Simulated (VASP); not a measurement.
Calculation: PBEsol GGA, VASP's PBE PAW potentials (set 64) (plane waves; VASP).

VASP ran on this input.

### INCAR
```
# general
SYSTEM  = InGaN2
PREC    = Accurate
ENCUT   = 650
LREAL   = .False.
LASPH   = .True.

# electronic loop
EDIFF   = 1E-7
NELM    = 100
ALGO    = Normal
LMAXMIX = 4

# smearing
ISMEAR  = 0
SIGMA   = 0.05

# functional
GGA     = PS

# ions
IBRION  = 6
NSW     = 1
ISIF    = 3
POTIM   = 0.015
NFREE   = 2

# output
LWAVE   = .False.
LCHARG  = .False.
```

KPOINTS:
```
Automatic mesh
0
gamma
7 7 4
0 0 0
```

File POSCAR:
```
InGaN2
1
    3.3550545680    -0.0000000000    -0.0000000000
   -1.6775272840     2.9055620114     0.0000000000
    0.0000000000     0.0000000000     5.4943738146
In Ga N
1 1 2
Direct
  1.0000000000   0.0000000000   0.9974355406
  0.6666670000   0.3333330000   0.4958416953
  0.6666670000   0.3333330000   0.1459965707
  0.0000000000   0.0000000000   0.6023261933
```

POTCAR, in this order: In_d Ga_d N (PBE.64 set). Program: vasp_std.

Output

**OSZICAR**
```
       N       E                     dE             d eps       ncg     rms          rms(c)
DAV:   1     0.344062733883E+03    0.34406E+03   -0.20467E+04  1254   0.302E+03
DAV:   2     0.226626273612E+02   -0.32140E+03   -0.31328E+03  1280   0.573E+02
DAV:   3    -0.257904513942E+02   -0.48453E+02   -0.47417E+02  1534   0.195E+02
DAV:   4    -0.282742615896E+02   -0.24838E+01   -0.24747E+01  1628   0.453E+01
DAV:   5    -0.283309391559E+02   -0.56678E-01   -0.56645E-01  1678   0.672E+00    0.125E+01
DAV:   6    -0.243646413094E+02    0.39663E+01   -0.16005E+01  2370   0.605E+01    0.810E+00
DAV:   7    -0.244634627815E+02   -0.98821E-01   -0.18157E+00  1292   0.125E+01    0.299E+00
DAV:   8    -0.244235795582E+02    0.39883E-01   -0.13526E-01  2088   0.489E+00    0.150E+00
DAV:   9    -0.244090212790E+02    0.14558E-01   -0.28152E-02  1986   0.272E+00    0.284E-01
DAV:  10    -0.244091110114E+02   -0.89732E-04   -0.23639E-03  1640   0.613E-01    0.187E-01
DAV:  11    -0.244092406783E+02   -0.12967E-03   -0.84792E-04  2104   0.393E-01    0.481E-02
DAV:  12    -0.244092300076E+02    0.10671E-04   -0.18215E-04  1892   0.208E-01    0.197E-02
DAV:  13    -0.244092298524E+02    0.15522E-06   -0.29145E-05  1796   0.582E-02    0.894E-03
DAV:  14    -0.244092304838E+02   -0.63138E-06   -0.31250E-06  1770   0.174E-02    0.343E-03
DAV:  15    -0.244092304611E+02    0.22697E-07   -0.35682E-07  1298   0.677E-03
   1 F= -.24409230E+02 E0= -.24409230E+02  d E =-.268093E-07
 Found     8 degrees of freedom:
 Adding 6 more for cell shape distortion
```

OUTCAR:
```
------------------------ aborting loop because EDIFF is reached ----------------------------------------
  FORCE on cell =-STRESS in cart. coord.  units (eV):
  Direction    XX          YY          ZZ          XY          YZ          ZX
  --------------------------------------------------------------------------------------
  Total       -0.0358602     -0.0358601      0.0185899      0.0000000      0.0000000      0.0000000
  in kB       -1.0726915     -1.0726911      0.5560832      0.0000000      0.0000000      0.0000000
  external PRESSURE =      -0.5297665 kB  Pullay stress =       0.0000000 kB
  volume of cell :       53.56
      direct lattice vectors                 reciprocal lattice vectors
     3.355054568  0.000000000  0.000000000     0.298057745  0.172083748  0.000000000
    -1.677527284  2.905562011  0.000000000     0.000000000  0.344167495  0.000000000
     0.000000000  0.000000000  5.494373815     0.000000000  0.000000000  0.182004362
 POSITION                                       TOTAL-FORCE (eV/Angst)
 -----------------------------------------------------------------------------------
      0.00000      0.00000      5.48028         0.000000     -0.000000     -0.016968
      1.67753      0.96852      2.72434         0.000000     -0.000000      0.000468
      1.67753      0.96852      0.80216        -0.000000      0.000000      0.010602
      0.00000      0.00000      3.30941        -0.000000     -0.000000      0.005898
 -----------------------------------------------------------------------------------
    total drift:                               -0.001519      0.000872      0.000039
  FREE ENERGIE OF THE ION-ELECTRON SYSTEM (eV)
  ---------------------------------------------------
  free  energy   TOTEN  =       -24.4092304611 eV

  energy  without entropy=      -24.4092304343  energy(sigma->0) =      -24.40923045
```
(Selected blocks of OUTCAR.)

### stdout
```
...
       N       E                     dE             d eps       ncg     rms          rms(c)
DAV:   1     0.344062733883E+03    0.34406E+03   -0.20467E+04  1254   0.302E+03
DAV:   2     0.226626273612E+02   -0.32140E+03   -0.31328E+03  1280   0.573E+02
DAV:   3    -0.257904513942E+02   -0.48453E+02   -0.47417E+02  1534   0.195E+02
DAV:   4    -0.282742615896E+02   -0.24838E+01   -0.24747E+01  1628   0.453E+01
DAV:   5    -0.283309391559E+02   -0.56678E-01   -0.56645E-01  1678   0.672E+00    0.125E+01
DAV:   6    -0.243646413094E+02    0.39663E+01   -0.16005E+01  2370   0.605E+01    0.810E+00
DAV:   7    -0.244634627815E+02   -0.98821E-01   -0.18157E+00  1292   0.125E+01    0.299E+00
DAV:   8    -0.244235795582E+02    0.39883E-01   -0.13526E-01  2088   0.489E+00    0.150E+00
DAV:   9    -0.244090212790E+02    0.14558E-01   -0.28152E-02  1986   0.272E+00    0.284E-01
DAV:  10    -0.244091110114E+02   -0.89732E-04   -0.23639E-03  1640   0.613E-01    0.187E-01
DAV:  11    -0.244092406783E+02   -0.12967E-03   -0.84792E-04  2104   0.393E-01    0.481E-02
DAV:  12    -0.244092300076E+02    0.10671E-04   -0.18215E-04  1892   0.208E-01    0.197E-02
DAV:  13    -0.244092298524E+02    0.15522E-06   -0.29145E-05  1796   0.582E-02    0.894E-03
DAV:  14    -0.244092304838E+02   -0.63138E-06   -0.31250E-06  1770   0.174E-02    0.343E-03
DAV:  15    -0.244092304611E+02    0.22697E-07   -0.35682E-07  1298   0.677E-03
   1 F= -.24409230E+02 E0= -.24409230E+02  d E =-.268093E-07
 Found     8 degrees of freedom:
 Adding 6 more for cell shape distortion
 Finite differences POTIM= 0.01500 DOF=  14

 -----------------------------------------------------------------------------
|                                                                             |
|     EEEEEEE  RRRRRR   RRRRRR   OOOOOOO  RRRRRR      ###     ###     ###     |
|     E        R     R  R     R  O     O  R     R     ###     ###     ###     |
|     E        R     R  R     R  O     O  R     R     ###     ###     ###     |
|     EEEEE    RRRRRR   RRRRRR   O     O  RRRRRR       #       #       #      |
|     E        R   R    R   R    O     O  R   R                               |
|     E        R    R   R    R   O     O  R    R      ###     ###     ###     |
|     EEEEEEE  R     R  R     R  OOOOOOO  R     R     ###     ###     ###     |
|                                                                             |
|     RE_READ_KPOINTS: the new IBZ does not contain all k-points of the       |
|     original IBZ.                                                           |
|                                                                             |
|     ... try setting KBLOWUP=.FALSE.                                         |
|     ... as a last resort: switch off symmetry                               |
|                                                                             |
|       ---->  I REFUSE TO CONTINUE WITH THIS SICK JOB ... BYE!!! <----       |
|                                                                             |
 -----------------------------------------------------------------------------
```

VASP stops with an error: RE_READ_KPOINTS: the new IBZ does not contain all k-points of the original IBZ. ... try setting KBLOWUP=.FALSE. ... as a last resort: switch off symmetry ----> I REFUSE TO CONTINUE WITH THIS SICK JOB ... BYE!!! <----

The structure comes from a computed database's InGaN2 entry (P3m1); how it stands against other phases isn't given here. It was relaxed first.
